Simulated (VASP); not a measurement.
# BaFeO2 (I-42d) in VASP: relaxation of cell and atoms with PBE

Aim: the relaxation of cell and atoms of BaFeO2 with PBE.

Program: VASP 6.6.1. These are calculated values, not measurements. Logs are shortened: lines on timing, memory, paths and dates and some standing lists are left out, and cuts for length are marked.

## Step 1: The crystal as given

Symmetry: I-42d, No. 122, tetragonal system. The conventional cell has a = 5.650 Å, b = 5.650 Å, c = 7.970 Å, α = 90.00°, β = 90.00°, γ = 90.00°. Ba (site symmetry -4) has 4 O at 2.54 Å as nearest neighbours. Fe (site symmetry -4) is surrounded by 4 O at 1.98 Å. O (site symmetry 2) is surrounded by 2 Fe at 1.98 Å.

The cell was built by a generator and needn't be a form met in nature.

## Step 2: Relaxation of cell and atoms, PBE, collinear spin, ferromagnetic start

INCAR

```
ALGO = Fast ; EDIFF = 1E-4
EDIFFG = -0.08 ; ENCUT = 520
GGA = PE ; IBRION = 2
ISIF = 3 ; ISMEAR = 0
ISPIN = 2 ; LASPH = True
LCHARG = False ; LMAXMIX = 4
LORBIT = 11 ; LREAL = False
LWAVE = False ; MAGMOM = 0 0 3 3 0 0 0 0
NELM = 60 ; NSW = 24
PREC = Normal ; SIGMA = 0.15
```

KPOINTS

```
k-points
0
Gamma
  4 4 4
```

POSCAR

```
BaFeO2
1.0
   -2.8250000000      2.8250000000      3.9850000000
    2.8250000000     -2.8250000000      3.9850000000
    2.8250000000      2.8250000000     -3.9850000000
Ba Fe O
2 2 4
Direct
    0.2500000000      0.7500000000      0.5000000000
    0.5000000000      0.5000000000      0.0000000000
    0.7500000000      0.2500000000      0.5000000000
    0.0000000000      0.0000000000      0.0000000000
    0.8750000000      0.2950000000      0.9200000000
    0.0450000000      0.1250000000      0.4200000000
    0.3750000000      0.9550000000      0.0800000000
    0.7050000000      0.6250000000      0.5800000000
```

Potentials or basis: VASP PAW PBE potentials, release 64 (Ba_sv, Fe, O).

The run is started by

```
> cat potpaw_PBE.64/Ba_sv/POTCAR potpaw_PBE.64/Fe/POTCAR potpaw_PBE.64/O/POTCAR > POTCAR
> mpirun -np 1 vasp_std > vasp.out
```

OUTCAR:

```text
EDIFF = 1E-4
   EDIFFG = -0.08
   ENCUT = 520
   GGA = PE
   IBRION = 2
   ISIF = 3
   ISMEAR = 0
   ISPIN = 2
   LASPH = True
   LORBIT = 11
   LREAL = False
   NELM = 60
   NSW = 24
   PREC = Normal

 ion  position               nearest neighbor table
   1  0.250  0.750  0.500-   7 2.54   8 2.54   5 2.54   6 2.54   4 3.46   2 3.46   4 3.46   2 3.46
                             4 3.46   2 3.46   4 3.46   2 3.46
   2  0.500  0.500  0.000-   8 2.54   7 2.54   6 2.54   5 2.54   3 3.46   3 3.46   1 3.46   1 3.46
                             3 3.46   1 3.46   1 3.46   3 3.46
   3  0.750  0.250  0.500-   5 1.98   6 1.98   7 1.98   8 1.98   2 3.46   2 3.46   2 3.46   2 3.46

   4  0.000  0.000  0.000-   5 1.98   6 1.98   7 1.98   8 1.98   1 3.46   1 3.46   1 3.46   1 3.46

   5  0.875  0.295  0.920-   3 1.98   4 1.98   1 2.54   2 2.54
   6  0.045  0.125  0.420-   3 1.98   4 1.98   2 2.54   1 2.54
   7  0.375  0.955  0.080-   3 1.98   4 1.98   2 2.54   1 2.54
   8  0.705  0.625  0.580-   3 1.98   4 1.98   1 2.54   2 2.54

  LATTYP: Found a body centered tetragonal cell.
 ALAT       =     5.6500000000
 C/A-ratio  =     1.4106194690

  Lattice vectors:

 A1 = (  -2.8250000000,   2.8250000000,   3.9850000000)
 A2 = (   2.8250000000,  -2.8250000000,   3.9850000000)
 A3 = (   2.8250000000,   2.8250000000,  -3.9850000000)

Analysis of symmetry for initial positions (statically):
=====================================================================
 Subroutine PRICEL returns:
 Original cell was already a primitive cell.

 Routine SETGRP: Setting up the symmetry group for a
 body centered tetragonal supercell.

 Subroutine GETGRP returns: Found  8 space group operations
 (whereof  4 operations were pure point group operations)
 out of a pool of 16 trial point group operations.

The static configuration has the point symmetry S_4 .
 The point group associated with its full space group is D_2d.

Analysis of symmetry for dynamics (positions and initial velocities):
=====================================================================
 Subroutine PRICEL returns:
 Original cell was already a primitive cell.

 Routine SETGRP: Setting up the symmetry group for a
 body centered tetragonal supercell.

 Subroutine GETGRP returns: Found  8 space group operations
 (whereof  4 operations were pure point group operations)
 out of a pool of 16 trial point group operations.

The dynamic configuration has the point symmetry S_4 .
 The point group associated with its full space group is D_2d.

Analysis of structural, dynamic, and magnetic symmetry:
=====================================================================
[... 159 lines left out ...]
  ---------------------------------------------------
  free energy    TOTEN  =       -52.80516959 eV

  energy without entropy =      -52.73440443  energy(sigma->0) =      -52.76978701

------------------------ aborting loop because EDIFF is reached ----------------------------------------

  FORCE on cell =-STRESS in cart. coord.  units (eV):
  Direction    XX          YY          ZZ          XY          YZ          ZX
  --------------------------------------------------------------------------------------
  -------------------------------------------------------------------------------------
  Total        7.5828326      7.5828326      2.2634263      0.0000000      0.0000000      0.0000000
  in kB       95.5029593     95.5029593     28.5070132      0.0000000      0.0000000      0.0000000
  external PRESSURE =      73.1709773 kB  Pullay stress =       0.0000000 kB
[... 107 lines left out ...]
  FREE ENERGIE OF THE ION-ELECTRON SYSTEM (eV)
  ---------------------------------------------------
  free  energy   TOTEN  =       -53.0688864969 eV

  energy  without entropy=      -53.0055097403  energy(sigma->0) =      -53.03719812

 E-fermi :   4.3585     XC(G=0):  -9.9686

 val. band max:        4.3370420406   @ k =   0.2500   0.2500   0.2500
 cond. band min:       4.3790125610   @ k =  -0.2500   0.2500   0.2500
 fundamental gap:      0.0419705204
 Fermi energy:         4.3584868562

 spin component 1

 k-point     1 :       0.0000    0.0000    0.0000
  band No.  band energies     occupation
      1     -24.3897      1.00000
      2     -23.9647      1.00000
      3     -14.6903      1.00000
      4     -14.6371      1.00000
      5     -14.6371      1.00000
      6     -14.4339      1.00000
[... 1084 lines left out ...]
     38       7.4130      0.00000
     39       8.5589      0.00000

[... ionic steps 4 to 8 ...]

--------------------------------------- Ionic step        9  -------------------------------------------

 number of electron      60.0000046 magnetization       7.9986011

------------------------ aborting loop because EDIFF is reached ----------------------------------------
[... 79 lines left out ...]
--------------------------------------- Ionic step       11  -------------------------------------------

 number of electron      60.0000082 magnetization       7.9998969

 Free energy of the ion-electron system (eV)
  ---------------------------------------------------
  ext. energy  EPLUGINS =         0.00000000
  ---------------------------------------------------
  free energy    TOTEN  =       -53.45654098 eV

  energy without entropy =      -53.43686381  energy(sigma->0) =      -53.44670239

 E-fermi :   4.5738     XC(G=0): -10.3929

 val. band max:        4.5500395150   @ k =   0.0000   0.0000   0.0000
 cond. band min:       4.7143483337   @ k =   0.5000   0.2500  -0.0000
 fundamental gap:      0.1643088188
 Fermi energy:         4.5737956943

 spin component 1

 k-point     1 :       0.0000    0.0000    0.0000
  band No.  band energies     occupation
      1     -23.9741      1.00000
      2     -23.5071      1.00000
      3     -14.4391      1.00000
      4     -14.1250      1.00000
      5     -14.1250      1.00000
      6     -13.9997      1.00000
[... 1119 lines left out ...]
  FREE ENERGIE OF THE ION-ELECTRON SYSTEM (eV)
  ---------------------------------------------------
  free  energy   TOTEN  =       -53.4565409762 eV

  energy  without entropy=      -53.4368638109  energy(sigma->0) =      -53.44670239

 reached required accuracy - stopping structural energy minimisation

 total charge

# of ion       s       p       d       tot
------------------------------------------
    1        2.009   5.609   0.364   7.981
    2        2.009   5.609   0.364   7.981
    3        0.365   0.454   6.085   6.904
    4        0.365   0.454   6.085   6.904
    5        1.560   3.411   0.000   4.971
    6        1.560   3.411   0.000   4.971
    7        1.560   3.411   0.000   4.971
    8        1.560   3.411   0.000   4.971
--------------------------------------------------
tot         10.989  25.768  12.897  49.654

 magnetization (x)

# of ion       s       p       d       tot
------------------------------------------
    1       -0.001   0.002  -0.011  -0.010
    2       -0.001   0.002  -0.011  -0.010
    3        0.022   0.059   3.369   3.449
    4        0.022   0.059   3.369   3.449
    5        0.009   0.176   0.000   0.186
    6        0.009   0.176   0.000   0.186
    7        0.009   0.176   0.000   0.186
    8        0.009   0.176   0.000   0.186
--------------------------------------------------
tot          0.080   0.826   6.716   7.622
```

Wall time 4.7 min (1 thread of Intel Xeon 6975P-C (Granite Rapids), shared host); peak memory 0.27 GiB.

Results:

| Item | Value |
| --- | --- |
| Free energy | -53.4565 eV |
| Relaxed volume | 15.93 Å³/atom |
| Relaxed cell | a = 5.506 Å, b = 5.506 Å, c = 5.506 Å, α = 112.52°, β = 112.52°, γ = 103.53° |
| Space group after relaxing (to 0.05 Å) | I-42d (No. 122) |
| Energy gained by relaxing | 81.4 meV/atom |
| Ionic steps | 11 |
| Pressure after relaxing | 0.3 GPa |
| Largest force after relaxing | 0.080 eV/Å |
| Band gap on the k mesh | 0.16 eV, indirect (least direct gap 0.22 eV) |
| Net moment | 8.00 μB per cell |
| Site moments | Ba -0.01; Fe +3.45; O +0.19 μB |
| Valence electrons inside the program's atomic spheres | Ba 7.98; Fe 6.90; O 4.97 |

Forces in eV/Å, atoms in the order of the input:
```
Ba   0.000  0.000  0.000
Ba   0.000  0.000  0.000
Fe   0.000  0.000  0.000
Fe   0.000  0.000  0.000
O    0.080  0.000  0.000
O    0.000  0.080  0.000
O   -0.080  0.000  0.000
O    0.000 -0.080  0.000
```

Step by step:
```csv
step,energy change (eV),largest force (eV/Å),pressure (GPa),volume (Å³)
1,0.0000,0.4151,7.32,127.21
2,-0.2297,0.1866,-3.28,141.01
3,-0.2637,0.2297,-1.16,137.12
4,-0.2635,0.2374,-0.60,136.84
5,-0.3143,0.1603,-0.52,136.03
6,-0.4530,0.0925,-0.40,133.46
7,-0.5883,0.4620,1.42,127.56
8,-0.6137,0.3458,-0.15,128.42
9,-0.6138,0.3357,-0.13,128.45
10,-0.6276,0.2952,-0.31,128.20
11,-0.6514,0.0796,0.32,127.46
```

Final structure:
```
CELL_PARAMETERS angstrom
-3.05792 3.05792 3.40764
3.05792 -3.05792 3.40764
3.05792 3.05792 -3.40764
ATOMIC_POSITIONS crystal
Ba 0.25000 0.75000 0.50000
Ba 0.50000 0.50000 0.00000
Fe 0.75000 0.25000 0.50000
Fe 0.00000 0.00000 0.00000
O 0.87500 0.28065 0.90565
O 0.03065 0.12500 0.40565
O 0.37500 0.96935 0.09435
O 0.71935 0.62500 0.59435
```

Levels at points of the mesh, in eV from the valence-band top:
Spin up:
| k point | band 30 | band 31 | band 32 | band 33 | band 34 | band 35 | band 36 | band 37 | band 38 | band 39 |
| --- | --- | --- | --- | --- | --- | --- | --- | --- | --- | --- |
| (0.00, 0.00, 0.00) | -2.26 | -1.44 | -1.30 | -1.30 | -0.26 | 0.89 | 1.72 | 3.28 | 3.41 | 3.41 |
| (0.50, 0.00, 0.00) | -1.96 | -1.74 | -1.64 | -1.37 | -0.85 | 2.11 | 2.45 | 2.72 | 3.18 | 3.29 |
| (0.50, 0.50, 0.00) | -1.86 | -1.67 | -1.67 | -1.17 | -1.17 | 1.96 | 1.96 | 2.70 | 2.70 | 3.97 |
| (0.50, 0.50, 0.50) | -2.33 | -1.61 | -1.61 | -0.98 | -0.98 | 2.45 | 2.45 | 3.16 | 3.16 | 3.96 |
Spin down:
```
           k point  band 24  band 25  band 26  band 27  band 28  band 29
(0.00, 0.00, 0.00)    -3.04    -0.75     0.00     0.23     0.29     0.43
(0.50, 0.00, 0.00)    -3.25    -0.34    -0.33     0.29     0.40     0.65
(0.50, 0.50, 0.00)    -3.55    -0.38    -0.38     0.22     0.22     0.97
(0.50, 0.50, 0.50)    -3.28    -0.65    -0.65     0.44     0.44     0.72
```

Caveat: spin-orbit coupling is left out, which moves the levels of the heavy elements; only a ferromagnetic start was run, and an antiferromagnetic order may lie lower in energy; the relaxation stopped at a loose force limit of 0.08 eV/Å, so its end isn't a converged minimum.
